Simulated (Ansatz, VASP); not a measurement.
One calculation of TaAl4, two programs

The input INCAR:

```
SYSTEM = TaAl4
PREC = Accurate ; ENCUT = 520
EDIFF = 1E-6 ; ISMEAR = 0
SIGMA = 0.1 ; LREAL = .False.
LASPH = .True. ; NELM = 100
ALGO = Normal ; ISIF = 2
LWAVE = .False. ; LCHARG = .True.
GGA = PE ; LELF = .True.
LVHAR = .True. ; NBANDS = 20
```

Contents of KPOINTS:

```
Automatic mesh
0
Gamma
  4 4 4
  0 0 0
```

The input POSCAR:

```
TaAl4
1.0
    4.4937391300      0.0000000000      0.0000000000
    0.0000000000      4.4937391300      0.0000000000
    0.0000000000      0.0000000000      4.4937391300
Ta Al
1 4
Direct
    0.5000000000      0.5000000000      0.5000000000
    0.0000000000      0.5000000000      0.5000000000
    0.5000000000      0.0000000000      0.5000000000
    0.5000000000      0.5000000000      0.0000000000
    0.0000000000      0.0000000000      0.0000000000
```

Input for Ansatz:

```yaml
crystal:
  lattice:
    - [4.49373913, 0.0, 0.0]
    - [0.0, 4.49373913, 0.0]
    - [0.0, 0.0, 4.49373913]
  atoms:
    - { symbol: Ta, position: [0.5, 0.5, 0.5] }
    - { symbol: Al, position: [0.0, 0.5, 0.5] }
    - { symbol: Al, position: [0.5, 0.0, 0.5] }
    - { symbol: Al, position: [0.5, 0.5, 0.0] }
    - { symbol: Al, position: [0.0, 0.0, 0.0] }
basis:
  ecutwfc: 420
kpoints:
  mp_grid: { grid: [4, 4, 4] }
hamiltonian:
  xc: pbe
scf:
  occupations: { method: gaussian, width: 0.1 }
  lower_state_search: "off"
output:
  forces: true
  stress: true
  eigenvalues: true
```

Alike in both runs: task single point; functional PBE; k mesh 4 × 4 × 4; occupations gaussian, width 0.1 eV; no spin polarisation.

|  | VASP | Ansatz |
| --- | --- | --- |
| version | VASP 6.6.1 | Ansatz 0.2.0 |
| potentials or method | VASP PAW PBE potentials, release 64 (Ta_pv, Al) | scalar-relativistic, plane waves, PAW |
| plane-wave cutoff (eV) | 520 | 420 |
| valence electrons in the cell | 23 | 25 |

```csv
,VASP,Ansatz,Ansatz less VASP
gap on the k mesh at the Fermi level (eV),none,none,-
pressure (GPa),27.7,27.6,-0.09
```

A gap of «none» marks a metal or a gap that the smearing closes. The two sets of potentials don't hold the same shells in valence.

Caveats: so large a pressure means that the cell lies far from this level's equilibrium, or that cutoff or potentials fall short (VASP). The runs have no spin-orbit coupling, so splittings on Ta are missing.
